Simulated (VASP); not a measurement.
# Ta11Ag5: core-level shifts, part 4 of 4

Which atoms of Ta11Ag5 bind their core electrons more tightly, and does the hole change the order?

VASP 6.6.1, plane waves and PAW; the level of theory is named at each step.

So far. Step 4 (Core hole, atom Ta7, shell 4f): This is the reference for holes on Ta. Step 5 (Core hole, atom Ta10, shell 4f): Against the hole on Ta7 the energy differs by -0.58 eV.

### 6. Core hole, atom Ag12, shell 3d (continued)

Level of this step: final-state core hole with the electron kept at the Fermi level, PBEsol; plane waves and PAW (Ag, Ta_pv, Ag) (VASP).

From OUTCAR (step 6):

```text
 POSITION                                       TOTAL-FORCE (eV/Angst)
 -----------------------------------------------------------------------------------
      3.32454      0.06146      0.01468         0.262637      0.165682     -0.268427
      6.62262     -0.03145      3.26982         0.077984     -0.020945      0.021912
      4.96997     -1.72977      1.71717         0.064287     -0.138787      0.130459
      8.23915     -1.74928      1.71819        -0.125139     -0.153213     -0.073698
      0.05897      3.35731     -0.02896         0.011623      0.094159     -0.009358
      1.68909      4.94391     -1.72034         0.219917     -0.189814     -0.177960
      4.94086      5.00582     -1.78779        -0.293386     -0.334198      0.219473
      5.03429      1.69480      1.70447         0.207230      0.117841      0.168265
      6.56777      3.36285      0.01742        -0.028326     -0.090803     -0.012240
      8.15501      1.69073      1.65412        -0.232452      0.217821     -0.164425
      9.88999      3.25265      0.02064        -0.031868      0.045205      0.051199
      4.89763      8.36648     -1.59062        -0.139991      0.169631      0.130824
      3.29168      6.55815      0.00653        -0.004795      0.000647     -0.002071
      9.87702      0.00691      0.02753        -0.016618      0.020327      0.052880
      3.35239      3.23528     -0.05102         0.002558      0.078281     -0.046577
      1.70625      8.23982     -1.66713         0.026339      0.018165     -0.020257
 -----------------------------------------------------------------------------------
    total drift:                                0.012685      0.026676     -0.004215

  FREE ENERGIE OF THE ION-ELECTRON SYSTEM (eV)
  ---------------------------------------------------
  free  energy   TOTEN  =      -325.9741241859 eV

  energy  without entropy=     -325.9070061257  energy(sigma->0) =     -325.94056516

[... 2 parts as in an earlier step ...]

[... 1 further part left out ...]
[key lines of the parts left out:]
E-fermi :   6.4529
```

This is the reference for holes on Ag.

### 7. Core hole, atom Ag15, shell 3d

The same hole on the next atom.

Input file INCAR:

```
SYSTEM = Ta11Ag5
PREC = Normal
ENCUT = 330
EDIFF = 1E-05
NELM = 120
ISMEAR = 0
SIGMA = 0.1
LREAL = Auto
ALGO = Fast
GGA = PS
NBANDS = 109
LASPH = .TRUE.
LWAVE = .FALSE.
LCHARG = .FALSE.
KPAR = 8
ICORELEVEL = 2
CLNT = 1
CLN = 3
CLL = 2
CLZ = 1
ISIF = 0
```

Input file POSCAR:

```
Ta11Ag5
1.0
   -3.3046902955      6.6093805909      0.0000000000
    9.9140708864     -6.6093805909      3.3046902955
    3.3046902955      6.6093805909     -3.3046902955
Ag Ta Ag
1 11 4
Direct
    0.4740603321      0.3682639393      0.3837016666
    0.9846911226      0.9945370158      0.0050877200
    0.2579009893      0.5703577820      0.0507427011
    0.2552579585      0.8170880304      0.2971638920
    0.4991968801      0.1270692607      0.1358338649
    0.2274377619      0.0544953400      0.5750710398
    0.2163954386      0.2926286459      0.8336144285
    0.7721961010      0.7028366302      0.1870639340
    0.5140706110      0.6266874267      0.6214159303
    0.7563444294      0.9311475004      0.4306112351
    0.4983730833      0.8743333490      0.8680872613
    0.7845257987      0.4463066503      0.9276296936
    0.0137396795      0.2560471147      0.2516060872
    0.9942227373      0.4980653231      0.4960907522
    0.0093752510      0.7516233145      0.7432934915
    0.7422118257      0.1885126768      0.6929863021
```

Input file KPOINTS:

```
Automatic mesh
0
Gamma
7 4 4
0 0 0
```

The projector-augmented-wave data sets are Ag, Ta_pv and Ag (PBE family, release 64).

On the command line:

```console
$ mpirun -np 8 vasp_std
```

Output:

```text
[... set-up lines as in an earlier step ...]
 entering main loop
       N       E                     dE             d eps       ncg     rms          rms(c)
DAV:   1     0.126667869201E+04    0.12667E+04   -0.73298E+04 12724   0.121E+03
DAV:   2    -0.257856532700E+03   -0.15245E+04   -0.14702E+04 13505   0.403E+02
DAV:   3    -0.336725372519E+03   -0.78869E+02   -0.74761E+02 15384   0.851E+01
DAV:   4    -0.339144238435E+03   -0.24189E+01   -0.23700E+01 14728   0.131E+01
[...]
RMM:  14    -0.326004428552E+03   -0.23423E-04   -0.15054E-03 17485   0.832E-02    0.677E-02
RMM:  15    -0.326004438440E+03   -0.98880E-05   -0.30863E-04 16485   0.410E-02    0.281E-02
RMM:  16    -0.326004437506E+03    0.93415E-06   -0.79340E-05 13801   0.204E-02
   1 F= -.32600444E+03 E0= -.32597057E+03  d E =-.677309E-01
```

Run time: 1.9 min. Hardware: 8 MPI ranks of Intel Xeon 6975P-C (Granite Rapids), shared host; peak memory 5.5 GiB.

OUTCAR, selected parts (step 7):

```text
 POSITION                                       TOTAL-FORCE (eV/Angst)
 -----------------------------------------------------------------------------------
      3.35239      3.23528     -0.05102         0.142927     -0.004313     -0.227010
      6.62262     -0.03145      3.26982        -0.056928     -0.069142      0.040278
      4.96997     -1.72977      1.71717        -0.215678      0.191579      0.238325
      8.23915     -1.74928      1.71819         0.133622      0.157949      0.095013
      0.05897      3.35731     -0.02896         0.086009      0.049401      0.052718
      1.68909      4.94391     -1.72034        -0.046906      0.125169     -0.059591
      4.94086      5.00582     -1.78779         0.118125      0.141493     -0.122833
      5.03429      1.69480      1.70447         0.300238     -0.253785      0.227383
      6.56777      3.36285      0.01742        -0.041853     -0.024333     -0.022023
      8.15501      1.69073      1.65412        -0.296403     -0.136567     -0.147875
      9.88999      3.25265      0.02064        -0.011346      0.041142     -0.127630
      4.89763      8.36648     -1.59062        -0.148352     -0.189551      0.105926
      3.32454      0.06146      0.01468        -0.008327     -0.033452     -0.000760
      3.29168      6.55815      0.00653        -0.027264      0.003650     -0.009157
      9.87702      0.00691      0.02753        -0.002091      0.048319      0.004324
      1.70625      8.23982     -1.66713         0.074227     -0.047559     -0.047087
 -----------------------------------------------------------------------------------
    total drift:                                0.008061      0.028069     -0.006160

  FREE ENERGIE OF THE ION-ELECTRON SYSTEM (eV)
  ---------------------------------------------------
  free  energy   TOTEN  =      -326.0044375056 eV

  energy  without entropy=     -325.9367066513  energy(sigma->0) =     -325.97057208

[... 2 parts as in an earlier step ...]

[... 1 further part left out ...]
[key lines of the parts left out:]
E-fermi :   6.4447
```

Against the hole on Ag12 the energy differs by -0.03 eV.

### 8. Summary

This step: core-level shifts, PBEsol; plane waves and PAW (VASP 6.6.1).

Derived from the runs above.

A positive shift is a higher binding energy. Cost is wall time times ranks on a shared host. Core-level shifts:

```tsv
atom	region	shell	Kohn-Sham level below the Fermi level (eV)	initial-state shift (eV)	final-state shift (eV)	shifts are from	cost (core minutes)
Ta7		4f	19.59	0	0	Ta7	16.13
Ta10		4f	18.85	-0.7405	-0.5752	Ta7	16
Ag12		3d	356.7	0	0	Ag12	15.2
Ag15		3d	356.7	0.0217	-0.03001	Ag12	14.93
```

### 9. Summary of results

| Property | Result |
| --- | --- |
| Ta10 4f, from Ta7 | initial state -0.74 eV, final state -0.58 eV |
| Ag15 3d, from Ag12 | initial state +0.02 eV, final state -0.03 eV |

In words: Against Ta7, Ta10 is shifted by -0.74 eV in the initial state and by -0.58 eV with the hole; against Ag12, Ag15 is shifted by +0.02 eV in the initial state and by -0.03 eV with the hole (energies extrapolated to zero smearing). Only these atoms were given a hole, so other sites aren't ranked. The difference of the two pictures holds the screening of the hole, but also the cell's limits: holes repeat 6.6 Å apart, and the electron from the core stays in the cell, where it moves the Fermi energy by -0.04 to +0.05 eV; that is about as much as the final-state shift of Ag15, or more, so there size and sign aren't settled. Cell size, mesh and smearing weren't varied between the hole runs. On their mesh the free atoms carry forces of up to 0.09 eV/Å, since the relaxation used another. The other core electrons are frozen, spin-orbit splitting and multiplets are absent, and only shifts between atoms of one element are meaningful. Not tabulated here, as repeats of values shown or as unfit to read for their mesh, reference level or band range: core levels (core hole).

[Lines on the potential files, build, host, timing and source positions are cut from VASP's logs without a mark.]

[Logs are printed without paths, hosts, clocks, repeated set-up lines and the standing remarks that a program may print on its own settings, such as how far it seeks lower states.]

[Hosts, paths, dates, database ids (printed as entryN), source tags and the programs' standing remarks are cut or masked in the printed files.]
